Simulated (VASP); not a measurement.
```
O2Si
1.0
    2.67906     0.00000     0.00000
   -1.33953     2.32014     0.00000
    0.00000     0.00000     4.71578
Si O
1 2
Direct
  0.00000   0.00000   0.00000
  0.33333   0.66667   0.19109
  0.66667   0.33333   0.80891
```

All values below come from r2SCAN meta-GGA, VASP's PBE PAW potentials (set 64) (plane waves; VASP). Numerical set-up: 520 eV cut-off, 11×11×5 Γ-centred mesh, tetrahedra with Blöchl corrections, potentials Si O.

Give the energies of bands 3 to 10 at the high-symmetry points, in eV from the valence-band maximum.

```tsv
band	Γ	M	K	A	L	H
3	-5.34	-8.49	-8.24	-4.52	-8.55	-8.17
4	-2.44	-6.53	-5.97	-2.42	-6.71	-6.13
5	-2.44	-4.25	-5.97	-2.42	-4.22	-6.13
6	-1.22	-2.20	-4.26	-1.47	-1.76	-4.42
7	-1.22	-1.65	-1.10	-1.24	-1.71	-0.81
8	-0.33	-1.18	-1.10	-1.24	-1.19	-0.81
9	7.21	8.88	11.68	8.23	8.98	11.86
10	9.35	11.45	13.80	9.31	11.12	14.41
```

The gap is indirect, 7.21 eV, from the valence maximum at (0.18, 0.00, 0.00) to the conduction minimum at Γ.

The structure was generated: SiO2 was put into the CdI2 type (P-3m1), which need not be its known phase. It was relaxed first, which changed the volume by +13 %.
